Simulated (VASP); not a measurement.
```
CELL_PARAMETERS angstrom
      2.03723    -3.52858     0.00000
      2.03723     3.52858     0.00000
      0.00000     0.00000     6.68309
ATOMIC_POSITIONS crystal
  Mg 0.00000 0.00000 0.00000
  I  0.33333 0.66667 0.24747
  I  0.66667 0.33333 0.75253
```

The numbers are results of LDA (Ceperley-Alder, Perdew-Zunger), VASP's LDA PAW potentials (set 64) (plane waves; VASP), not measurements. Settings: 500 eV cut-off, 6×6×4 Γ-centred mesh, Gaussian smearing of 0.050 eV, potentials Mg I.

Energy and stress use the plane-wave basis of the starting cell.

### Question
The ions, cell shape and volume at an external pressure of 5.0 GPa are relaxed. Give the cell that the relaxation ends in.

### Answer

```
CELL_PARAMETERS angstrom
      1.95531    -3.38670     0.00000
      1.95531     3.38670     0.00000
      0.00000     0.00000     6.23899
ATOMIC_POSITIONS crystal
  Mg 0.00000 0.00000 0.00000
  I  0.33333 0.66667 0.26500
  I  0.66667 0.33333 0.73500
```
Space group P-3m1 (164), at a tolerance of 0.03 Å.

### Question
How do energy and volume change from the first to the last step?

### Answer
The energy (σ→0) changes by +56.6 meV/atom and the volume by -14.0 %, in 10 ionic steps.

```csv
step,E(σ→0) (eV),max force (eV/Å),pressure (GPa),volume (Å³)
1,-9.0955,0.008,0.00,96.08
2,-8.8322,0.900,7.31,82.84
3,-8.9532,0.643,5.01,86.01
4,-8.9531,0.487,5.04,84.94
5,-8.8929,0.034,5.46,81.79
6,-8.9071,0.045,5.37,82.22
7,-8.9415,0.037,4.58,83.19
8,-8.9403,0.034,4.61,83.15
9,-8.9216,0.019,5.09,82.50
10,-8.9258,0.008,5.00,82.63
```

The compound is MgI2 in the 1T layered structure. This run relaxes it under an external pressure of 5 GPa. Symmetry was kept, so distortions that lower it aren't found.
